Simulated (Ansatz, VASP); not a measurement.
# H13C6 (amorphous polyethylene at 300 K) in two plane-wave programs

Aim: how closely do two programs agree when they are given the same cell, functional and k mesh? The cell is taken from a series of runs on this material, whose earlier steps may have relaxed, scaled, displaced or heated it; both programs get it as it stands.

Program: Ansatz 0.2.0. Level of theory: plane waves, with VASP 6.6.1 beside it; single point at r2SCAN with D4. Results are calculated unless marked as measured.

### 1. Set-up

The cell holds 76 atoms: 24 C and 52 H. Cell: a = 8.832 Å, b = 8.305 Å, c = 8.904 Å, α = 91.8°, β = 94.4°, γ = 91.0°. As first built, before any earlier steps moved the atoms (in the runner's words): 2 polyethylene chains of 5 units placed at random, at 0.807 g/cm^3; overlaps pushed apart, then 20 ps at 800 K with MMFF94 bonds, angles, torsions, charges and radii (Halgren, J. Comput. Chem. 17, 490 (1996)) in harmonic and 12-6 forms; charges of ions scaled by 0.8. Snapshot after 30 ps at 300 K and fixed volume.

### 2. VASP: single point, r2SCAN with D4, pair 1

A single point gives forces, pressure and levels at one fixed geometry, so differences don't come from the geometry; what else differs is listed under the comparison.

Lines of VASP's logs that name or quote its potential files are left out, and so is its time.

Contents of INCAR:

```
SYSTEM = H13C6
PREC = Accurate
ENCUT = 660
EDIFF = 1E-06
NELM = 120
ISMEAR = 0
SIGMA = 0.01
LREAL = Auto
ALGO = Normal
METAGGA = R2SCAN
IVDW = 13
VDW_S6 = 1
VDW_S8 = 0.6018749
VDW_A1 = 0.51559235
VDW_A2 = 5.77342911
LASPH = .TRUE.
NBANDS = 128
LORBIT = 11
LWAVE = .FALSE.
LCHARG = .FALSE.
ISIF = 2
GGA_COMPAT = .FALSE.
EFERMI = MIDGAP
LMIXTAU = .TRUE.
NCORE = 2
```

Contents of POSCAR:

```
H13C6
1.0
    8.8251000000     -0.0791900000     -0.3389900000
   -0.0791900000      8.3029900000     -0.1384300000
   -0.3389900000     -0.1384300000      8.8962900000
C H
24 52
Direct
    0.6445200000      0.8241000000      0.5683400000
    0.6212500000      0.9692700000      0.6718200000
    0.6000300000      0.9245400000      0.8334400000
    0.5744900000      0.0707000000      0.9359200000
    0.5634700000      0.0286000000      0.1000100000
    0.5239300000      0.1695200000      0.2035600000
    0.6248800000      0.3200400000      0.1962100000
    0.6025700000      0.4431500000      0.3235100000
    0.6775300000      0.3971500000      0.4761900000
    0.8497100000      0.4220200000      0.4897400000
    0.9283800000      0.3478400000      0.6289700000
    0.8722700000      0.4108900000      0.7771000000
    0.3933800000      0.4735100000      0.7582600000
    0.2979800000      0.4591000000      0.8923400000
    0.3216700000      0.5989700000      0.0067400000
    0.2246500000      0.5842100000      0.1401700000
    0.2590700000      0.7173300000      0.2599400000
    0.1606700000      0.7093900000      0.3925200000
    0.1992000000      0.8426800000      0.5112400000
    0.0974400000      0.8418300000      0.6414900000
    0.1478900000      0.9638900000      0.7671900000
    0.0474400000      0.9635200000      0.8986500000
    0.1092900000      0.0735500000      0.0298200000
    0.0122500000      0.0716900000      0.1635400000
    0.5457700000      0.7424200000      0.5607000000
    0.7419900000      0.7551900000      0.6107100000
    0.6639800000      0.8592200000      0.4540900000
    0.7186700000      0.0527500000      0.6714700000
    0.5226100000      0.0364800000      0.6279900000
    0.5040900000      0.8392300000      0.8349000000
    0.6999000000      0.8600100000      0.8786300000
    0.6673600000      0.1583200000      0.9274500000
    0.4707700000      0.1306200000      0.8938800000
    0.4785800000      0.9316200000      0.1060500000
    0.6716300000      0.9783900000      0.1431200000
    0.5288400000      0.1282400000      0.3193600000
    0.4058800000      0.2034800000      0.1765700000
    0.6007500000      0.3754800000      0.0874000000
    0.7443000000      0.2864600000      0.2000500000
    0.6470600000      0.5614200000      0.2949700000
    0.4805900000      0.4576900000      0.3326200000
    0.6495600000      0.2712800000      0.4975500000
    0.6289000000      0.4683100000      0.5649100000
    0.8761000000      0.5513800000      0.4914300000
    0.8979100000      0.3711200000      0.3894900000
    0.9120400000      0.2167200000      0.6199700000
    0.0509900000      0.3701000000      0.6295100000
    0.9316600000      0.3558700000      0.8739300000
    0.8893200000      0.5414500000      0.7906200000
    0.7511700000      0.3850300000      0.7826700000
    0.5142500000      0.4818600000      0.7952200000
    0.3655600000      0.5814400000      0.6956800000
    0.3767100000      0.3697400000      0.6799800000
    0.3247700000      0.3470600000      0.9490300000
    0.1775600000      0.4494400000      0.8534000000
    0.4418400000      0.6077900000      0.0479000000
    0.2965200000      0.7123800000      0.9511900000
    0.1040900000      0.5857500000      0.1002600000
    0.2424900000      0.4664600000      0.1904300000
    0.2447900000      0.8343700000      0.2079600000
    0.3789500000      0.7133700000      0.3013300000
    0.0407300000      0.7159200000      0.3516500000
    0.1730100000      0.5918300000      0.4445100000
    0.3177100000      0.8315800000      0.5556500000
    0.1929900000      0.9600000000      0.4582200000
    0.9801000000      0.8649800000      0.5992600000
    0.0955100000      0.7210100000      0.6879400000
    0.2648900000      0.9385200000      0.8088300000
    0.1519200000      0.0850700000      0.7221500000
    0.9323900000      0.9999600000      0.8602300000
    0.0357300000      0.8402300000      0.9376800000
    0.2252600000      0.0379200000      0.0641400000
    0.1193200000      0.1967000000      0.9912000000
    0.8974700000      0.1105900000      0.1304100000
    0.0588100000      0.1518400000      0.2558700000
    0.0025900000      0.9507400000      0.2069900000
```

Contents of KPOINTS:

```
Automatic mesh
0
Gamma
1 1 1
0 0 0
```

Potentials, in the order of the species: C and H (PBE family, release 64).

On the command line:

```
mpirun -np 8 vasp_gam
```

Numbers of over 12 decimals in the logs are rounded to 6 here.

Output:

```text
[banner, memory and clock lines left out]
running    8 mpi-ranks, on    1 nodes
[...]
|                                                                             |
|               ----> ADVICE to this user running VASP <----                  |
|                                                                             |
|     You enforced a specific xc type in the INCAR file but a different       |
|     [... a line on the potential file left out ...]
|     I HOPE YOU KNOW WHAT YOU ARE DOING!                                     |
|                                                                             |

 LDA part: xc-table for (None), standard interpolation
 POSCAR, INCAR and KPOINTS ok, starting setup
[...]
entering main loop
       N       E                     dE             d eps       ncg     rms          rms(c)
DAV:   1     0.923026106534E+03    0.92303E+03   -0.84483E+04   256   0.129E+03
DAV:   2    -0.377135305080E+03   -0.13002E+04   -0.12213E+04   336   0.259E+02
DAV:   3    -0.498170631329E+03   -0.12104E+03   -0.12006E+03   328   0.791E+01
DAV:   4    -0.500983094776E+03   -0.28125E+01   -0.28046E+01   328   0.136E+01
[...]
DAV:  22    -0.432127878589E+03   -0.26079E-04   -0.81390E-05   272   0.366E-02    0.108E-02
DAV:  23    -0.432127895497E+03   -0.16908E-04   -0.36746E-05   272   0.266E-02    0.131E-02
DAV:  24    -0.432127895175E+03    0.32227E-06   -0.57636E-06   264   0.108E-02
   1 F= -.43366771E+03 E0= -.43366771E+03  d E =0.000000E+00
```

Parts of OUTCAR (step 2):

```text
  FREE ENERGIE OF THE ION-ELECTRON SYSTEM (eV)
  ---------------------------------------------------
  free  energy   TOTEN  =      -433.6677101085 eV

  energy  without entropy=     -433.6677101085  energy(sigma->0) =     -433.66771011

[... 1 further part left out ...]
```

The run ends at a pressure of 0.14 GPa, with forces up to 0.078 eV/Å.

### 3. Ansatz: single point, r2SCAN with D4, pair 1

Ansatz runs on its default PAW (the set named soft_2) files.

The same cell, functional and mesh now go to Ansatz, which takes its cutoff from its data sets.

Contents of input.yaml:

```yaml
crystal:
  lattice:
    - [8.8251, -0.07919, -0.33899]
    - [-0.07919, 8.30299, -0.13843]
    - [-0.33899, -0.13843, 8.89629]
  atoms:
    - { symbol: C, position: [0.64452, 0.8241, 0.56834] }
    - { symbol: C, position: [0.62125, 0.96927, 0.67182] }
    - { symbol: C, position: [0.60003, 0.92454, 0.83344] }
    - { symbol: C, position: [0.57449, 0.0707, 0.93592] }
    - { symbol: C, position: [0.56347, 0.0286, 0.10001] }
    - { symbol: C, position: [0.52393, 0.16952, 0.20356] }
    - { symbol: C, position: [0.62488, 0.32004, 0.19621] }
    - { symbol: C, position: [0.60257, 0.44315, 0.32351] }
    - { symbol: C, position: [0.67753, 0.39715, 0.47619] }
    - { symbol: C, position: [0.84971, 0.42202, 0.48974] }
    - { symbol: C, position: [0.92838, 0.34784, 0.62897] }
    - { symbol: C, position: [0.87227, 0.41089, 0.7771] }
    - { symbol: H, position: [0.54577, 0.74242, 0.5607] }
    - { symbol: H, position: [0.74199, 0.75519, 0.61071] }
    - { symbol: H, position: [0.66398, 0.85922, 0.45409] }
    - { symbol: H, position: [0.71867, 0.05275, 0.67147] }
    - { symbol: H, position: [0.52261, 0.03648, 0.62799] }
    - { symbol: H, position: [0.50409, 0.83923, 0.8349] }
    - { symbol: H, position: [0.6999, 0.86001, 0.87863] }
    - { symbol: H, position: [0.66736, 0.15832, 0.92745] }
    - { symbol: H, position: [0.47077, 0.13062, 0.89388] }
    - { symbol: H, position: [0.47858, 0.93162, 0.10605] }
    - { symbol: H, position: [0.67163, 0.97839, 0.14312] }
    - { symbol: H, position: [0.52884, 0.12824, 0.31936] }
    - { symbol: H, position: [0.40588, 0.20348, 0.17657] }
    - { symbol: H, position: [0.60075, 0.37548, 0.0874] }
    - { symbol: H, position: [0.7443, 0.28646, 0.20005] }
    - { symbol: H, position: [0.64706, 0.56142, 0.29497] }
    - { symbol: H, position: [0.48059, 0.45769, 0.33262] }
    - { symbol: H, position: [0.64956, 0.27128, 0.49755] }
    - { symbol: H, position: [0.6289, 0.46831, 0.56491] }
    - { symbol: H, position: [0.8761, 0.55138, 0.49143] }
    - { symbol: H, position: [0.89791, 0.37112, 0.38949] }
    - { symbol: H, position: [0.91204, 0.21672, 0.61997] }
    - { symbol: H, position: [0.05099, 0.3701, 0.62951] }
    - { symbol: H, position: [0.93166, 0.35587, 0.87393] }
    - { symbol: H, position: [0.88932, 0.54145, 0.79062] }
    - { symbol: H, position: [0.75117, 0.38503, 0.78267] }
    - { symbol: C, position: [0.39338, 0.47351, 0.75826] }
    - { symbol: C, position: [0.29798, 0.4591, 0.89234] }
    - { symbol: C, position: [0.32167, 0.59897, 0.00674] }
    - { symbol: C, position: [0.22465, 0.58421, 0.14017] }
    - { symbol: C, position: [0.25907, 0.71733, 0.25994] }
    - { symbol: C, position: [0.16067, 0.70939, 0.39252] }
    - { symbol: C, position: [0.1992, 0.84268, 0.51124] }
    - { symbol: C, position: [0.09744, 0.84183, 0.64149] }
    - { symbol: C, position: [0.14789, 0.96389, 0.76719] }
    - { symbol: C, position: [0.04744, 0.96352, 0.89865] }
    - { symbol: C, position: [0.10929, 0.07355, 0.02982] }
    - { symbol: C, position: [0.01225, 0.07169, 0.16354] }
    - { symbol: H, position: [0.51425, 0.48186, 0.79522] }
    - { symbol: H, position: [0.36556, 0.58144, 0.69568] }
    - { symbol: H, position: [0.37671, 0.36974, 0.67998] }
    - { symbol: H, position: [0.32477, 0.34706, 0.94903] }
    - { symbol: H, position: [0.17756, 0.44944, 0.8534] }
    - { symbol: H, position: [0.44184, 0.60779, 0.0479] }
    - { symbol: H, position: [0.29652, 0.71238, 0.95119] }
    - { symbol: H, position: [0.10409, 0.58575, 0.10026] }
    - { symbol: H, position: [0.24249, 0.46646, 0.19043] }
    - { symbol: H, position: [0.24479, 0.83437, 0.20796] }
    - { symbol: H, position: [0.37895, 0.71337, 0.30133] }
    - { symbol: H, position: [0.04073, 0.71592, 0.35165] }
    - { symbol: H, position: [0.17301, 0.59183, 0.44451] }
    - { symbol: H, position: [0.31771, 0.83158, 0.55565] }
    - { symbol: H, position: [0.19299, 0.96, 0.45822] }
    - { symbol: H, position: [0.9801, 0.86498, 0.59926] }
    - { symbol: H, position: [0.09551, 0.72101, 0.68794] }
    - { symbol: H, position: [0.26489, 0.93852, 0.80883] }
    - { symbol: H, position: [0.15192, 0.08507, 0.72215] }
    - { symbol: H, position: [0.93239, 0.99996, 0.86023] }
    - { symbol: H, position: [0.03573, 0.84023, 0.93768] }
    - { symbol: H, position: [0.22526, 0.03792, 0.06414] }
    - { symbol: H, position: [0.11932, 0.1967, 0.9912] }
    - { symbol: H, position: [0.89747, 0.11059, 0.13041] }
    - { symbol: H, position: [0.05881, 0.15184, 0.25587] }
    - { symbol: H, position: [0.00259, 0.95074, 0.20699] }
kpoints:
  mp_grid: { grid: [1, 1, 1] }
hamiltonian:
  xc: r2scan
  dispersion: d4
scf:
  occupations: { method: fixed }
output:
  forces: true
  stress: true
  populations: true
  dos:
    method: { smearing: { sigma: 0.1 } }
    de: 0.1
    projected: { site_lists: { C: [C], H: [H] } }
  eigenvalues: true
  write_density: true
  write_potential: true
  volumetric_format: npy
  elf: true
```

On the command line:

```
ansatz run input.yaml --threads 4 --pin off --max-ram 8192MiB --backend cpu --events-out ev --progress --plain --runs-dir out
```

Output:

```text
Engine: ansatz 0.2.0, aarch64-unknown-linux-gnu
Pseudopotentials: kind: paw
Pseudopotential: C, paw, valence charge 4, recommended cutoff 500 eV (meta_gga), C.paw.azcp
Pseudopotential: H, paw, valence charge 1, recommended cutoff 500 eV (meta_gga), H.paw.azcp
Functional definition: r2SCAN
  parameter k0 = 0.174
  parameter k1 = 0.065
  parameter a1 = 4.9479
  exchange = r2scan_x(k0 = k0, k1 = k1, a1 = a1)
  correlation = r2scan_c
Crystal: 76 atoms, lattice volume = 650.687 Å³
Basis set: ecut = 500 eV, 16493 PW (Γ), exchange–correlation on 288×256×288 points (64 copies of the dense FFT grid, shifted against one another)
Bands: 150, of which v1, the nominal top of the filled ones, is band 74 counted from 1 (73 counted from 0)
Symmetry: 1 space group operations
Space group: P1 (ITA 1), of the structure as read, at distance tolerance 8.7e-5 Å
k-points: 1
Non-local potential: C, projectors of the file, l = 0: 2, l = 1: 2, l = 2: 1
Non-local potential: H, projectors of the file, l = 0: 2, l = 1: 1
PAW form: soft (Blöchl's): semilocal exchange-correlation on the pseudo side does not see the compensation charge
PAW frozen core: C, regenerated for the run's functional (the file was generated under x = pbe(κ = 0.804, μ = 0.219515), c = pbe(β = 0.066725))
PAW one-centre angular grid: C, 302 points (default); XC on 239 of its mesh's 2573 points in the sphere
PAW one-centre angular grid: H, 302 points (default); XC on 160 Gauss nodes
Initial density: superposition of atomic densities (neutral atoms: chi_scale 0, normalization atom), corrected by the library's trained network
Initial wavefunctions: pseudopotential atomic-orbital guess
Functional: x = r2scan, c = r2scan; τ floored in thin density (d = 2e-4 eV/Å³)
SCF iter   1: F=—  HF=-6885.828298 eV  |F-HF|=—  |Δ(HF+E_count)|=         —  Δρ=6.15e-3  dr2=1.82e-1  dr2_τ=5.25e0  ethr=1.77e-3  ⟨swp⟩=5.0  Hψ=519  notcnv=0  defer=74
preconditioner: auto → Resta (q_TF=auto, 2.132 Å⁻¹)  ε∞=2.2  [insulator: Δε(μ)=6.620 eV  Ē_g=16.489 eV  n_scr=98 (ndim 8)  ℏωp=17.7 eV  f_vac=0.161  ε∞_Penn≈2.2]
SCF iter   2: F=—  HF=-6884.610002 eV  |F-HF|=—  |Δ(HF+E_count)|=    1.22e0  Δρ=3.18e-3  dr2=3.76e-2  dr2_τ=2.89e-3  ethr=1.23e-4  ⟨swp⟩=3.0  Hψ=253  notcnv=0  defer=74
SCF iter   3: F=—  HF=-6884.609946 eV  |F-HF|=—  |Δ(HF+E_count)|=   5.58e-5  Δρ=4.83e-4  dr2=2.48e-3  dr2_τ=1.43e-4  ethr=2.54e-5  ⟨swp⟩=3.0  Hψ=130  notcnv=0  defer=74
SCF iter   4: F=—  HF=-6884.612355 eV  |F-HF|=—  |Δ(HF+E_count)|=   2.41e-3  Δρ=1.96e-4  dr2=3.68e-4  dr2_τ=2.87e-5  ethr=1.68e-6  ⟨swp⟩=3.0  Hψ=148  notcnv=0  defer=74
SCF iter   5: F=—  HF=-6884.612994 eV  |F-HF|=—  |Δ(HF+E_count)|=   6.40e-4  Δρ=7.37e-5  dr2=5.10e-5  dr2_τ=4.67e-6  ethr=2.49e-7  ⟨swp⟩=3.0  Hψ=151  notcnv=0  defer=74
SCF iter   6: F=—  HF=-6884.613682 eV  |F-HF|=—  |Δ(HF+E_count)|=   6.88e-4  Δρ=2.57e-5  dr2=3.90e-6  dr2_τ=3.86e-7  ethr=3.44e-8  ⟨swp⟩=2.0  Hψ=215  notcnv=0  defer=74
SCF iter   7: F=—  HF=-6884.613689 eV  |F-HF|=—  |Δ(HF+E_count)|=   7.45e-6  Δρ=5.54e-6  dr2=2.84e-7  dr2_τ=2.23e-8  ethr=2.64e-9  ⟨swp⟩=2.0  Hψ=152  notcnv=0  defer=74
SCF iter   8: F=-6884.613691 eV  HF=-6884.613690 eV  |F-HF|=3.26e-8  |Δ(HF+E_count)|=   1.06e-6  Δρ=2.28e-6  dr2=4.04e-8  dr2_τ=4.44e-9  ethr=6.76e-11  ⟨swp⟩=21.0  Hψ=1486  notcnv=0
SCF 1 converged in 8 iterations: F = -6884.613691 eV  dr2 = 4.04e-8
  greatest PAW one-centre occupation: 0.670 electrons in one spin orbital (limit 2), on the C atom at site 0 (counted from 0), in its partial waves of l = 0
[...]
SCF converged after 8 iterations
Free energy (F): -6884.613691 eV
Harris-Foulkes:  -6884.613690 eV  (|F-HF|=3.26e-8)
Internal energy: -6884.613691 eV  (E = F + TS)
E sigma→0 (E₀):  -6884.613691 eV
Fermi energy:    -2.501583 eV
--- Per-component energies (eV) ---
  E_band       = -1092.049024
  E_kinetic    = 2930.605498
  E_local      = -8000.574811  (includes V_loc(G=0)·N_el)
  E_nonlocal   = 727.258712
  E_hartree    = 2792.135445
  E_xc         = -1619.557239
  E_vxc        = -2257.810023  (∫ρ·V_xc dr)
  E_paw        = -2451.984815  (= ΣΔE_a)
  E_vpaw       = -202.821477  (= ΣTr[D̂ρ^β])
  E_aug_tail   = -0.025854  (compensation charges beyond the density's cutoff)
  E_vtau       = 127.047657  (kinetic-family band-sum trace: ∫τ·v_τ [+ j·A + Jᵃ·Aᵃ] dr)
  E_ewald      = -1260.334497
  E_disp       = -1.541560  (pairwise vdW)
  E_core_change = -0.594570  (= ΣΔE_core)
  E_smearing   = -0.000000  (= −TS)
  E_closure    = 0.000000  (closes the sum)
  Σ components = -6884.613691   (vs F -6884.613691, Δ=0.00e0)
--- Forces (eV/Å), atoms counted from 1 ---
  atom   1  C      0.00218232     0.00199699    -0.00076549
  atom   2  C      0.00086289    -0.00072904     0.00027238
  atom   3  C     -0.00025713    -0.00068970     0.00142656
  atom   4  C     -0.00273639    -0.00180345    -0.00098195
  atom   5  C     -0.00267370     0.00674419    -0.00447299
  atom   6  C     -0.00100368    -0.00274700    -0.00203352
  atom   7  C     -0.00048226     0.00323993     0.00190754
  atom   8  C      0.00121784    -0.00985285     0.00176498
  atom   9  C      0.00029162     0.00603066    -0.00314848
  atom  10  C      0.00227370    -0.00519940     0.00461197
  atom  11  C     -0.00444631     0.00873360     0.00051403
  atom  12  C     -0.00199335    -0.00629338     0.00353928
  atom  13  H     -0.00170912    -0.00130951    -0.00019998
  atom  14  H     -0.00242904     0.00274344     0.00086818
  atom  15  H     -0.00073598    -0.00051762     0.00135153
  atom  16  H     -0.00210710    -0.00123250     0.00031754
  atom  17  H      0.00253215    -0.00292805    -0.00101770
  atom  18  H      0.00238315    -0.00034709    -0.00164873
  atom  19  H     -0.00396076     0.00359769    -0.00026940
  atom  20  H     -0.00006266     0.00034263     0.00065221
  atom  21  H      0.00334820    -0.00122188     0.00065445
  atom  22  H     -0.00089331    -0.00218830    -0.00055361
  atom  23  H     -0.00046524    -0.00304367     0.00217062
  atom  24  H      0.00216007     0.00106373    -0.00064447
[...]
atom  69  H     -0.00011811    -0.00123208     0.00139467
  atom  70  H      0.00596407    -0.00156516     0.00047486
  atom  71  H      0.00173527     0.00143099    -0.00096238
  atom  72  H     -0.00417593     0.00199289     0.00117032
  atom  73  H      0.00175255    -0.00163740    -0.00088474
  atom  74  H      0.00000631    -0.00404601    -0.00273845
  atom  75  H      0.00186096     0.00076983     0.00345464
  atom  76  H     -0.00222518    -0.00142883     0.00254990
  max |Σ_I F_I| component: 1.49e-4 eV/Å
--- Stress (GPa, compression-positive) ---
        0.001605       0.010770      -0.011506
        0.010770       0.016251       0.014821
       -0.011506       0.014820      -0.021546
  P = ⅓ Tr σ = -0.0012 GPa (-0.012 kbar)
--- Band table (eV) ---
  k-point 0: bands = [... 70 lower, -2.7805, -2.6488, -2.6057, -2.5016, 4.4571, 4.8376, 5.1609, 5.2762, ... 72 higher]
--- Löwdin populations: 76 sites ---
  site symbol       q [e]
     0      C      4.4418
     1      C      4.2449
     2      C      4.2537
     3      C      4.2560
     4      C      4.2562
     5      C      4.2557
     6      C      4.2562
     7      C      4.2571
     8      C      4.2566
     9      C      4.2548
    10      C      4.2468
    11      C      4.4489
    12      H      0.8343
    13      H      0.8305
    14      H      0.8169
    15      H      0.8440
    16      H      0.8357
    17      H      0.8452
    18      H      0.8363
    19      H      0.8427
    20      H      0.8447
    21      H      0.8380
    22      H      0.8362
    23      H      0.8344
[...]
68      H      0.8359
    69      H      0.8442
    70      H      0.8417
    71      H      0.8463
    72      H      0.8380
    73      H      0.8306
    74      H      0.8161
    75      H      0.8266
  spilling = 0.011333 (of n_electrons = 148.000000)
```

In the SCF lines HF is the Harris–Foulkes energy and dr2 the Hartree energy of the density residual, in eV; the loop may stop once dr2 is under the threshold and the program's other checks hold. Hψ counts applications of the Hamiltonian.

(Continued in part 2 of 2.)

[Lines on the potential files, build, host, timing and source positions are cut from VASP's logs without a mark.]

[Logs are printed without paths, hosts, clocks, repeated set-up lines and the standing remarks that a program may print on its own settings, such as how far it seeks lower states.]

[Hosts, paths, dates, database ids (printed as entryN), source tags and the programs' standing remarks are cut or masked in the printed files.]

[The MMFF94 radii named for the starting cell were scaled by 0.96; in molecules described by MMFF94, hydrogen bound to N, O or S took a small fixed 12-6 site in their place.]
